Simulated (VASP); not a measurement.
Here is the system:

```xyz
4
Lattice="4.0085 0.0000 0.0000 0.0000 4.0085 0.0000 0.0000 0.0000 4.0085" Properties=species:S:1:pos:R:3 pbc="T T T"
Ti     0.0000     0.0000     0.0000
Pt     0.0000     2.0042     2.0042
Pt     2.0042     0.0000     2.0042
Pt     2.0042     2.0042     0.0000
```

Calculation: RPBE GGA, VASP's PBE PAW potentials (set 64) (plane waves; VASP). Run with 520 eV cut-off, 8×8×8 Γ-centred mesh, first-order Methfessel-Paxton smearing of 0.10 eV, potentials Ti_sv Pt.

Unless said otherwise, spin-orbit coupling is left out, though it shifts the bands of the heavy elements here.

**Question.** Estimate the energy per atom (σ→0), pressure, band gap (on the k-mesh) with the smallest direct gap where there is one.

**Answer.** 
```json
{
 "band gap (on the k-mesh)": "none (metal, semimetal or under 0.01 eV)",
 "energy per atom (σ→0)": "-6.787 eV/atom",
 "pressure": "-5.96 GPa"
}
```

The absolute energy has meaning only against runs of the same code, potentials and settings.

The compound is Pt3Ti in the L1_2 structure. This cell is one point of a volume scan, at 1.03 of the reference volume.
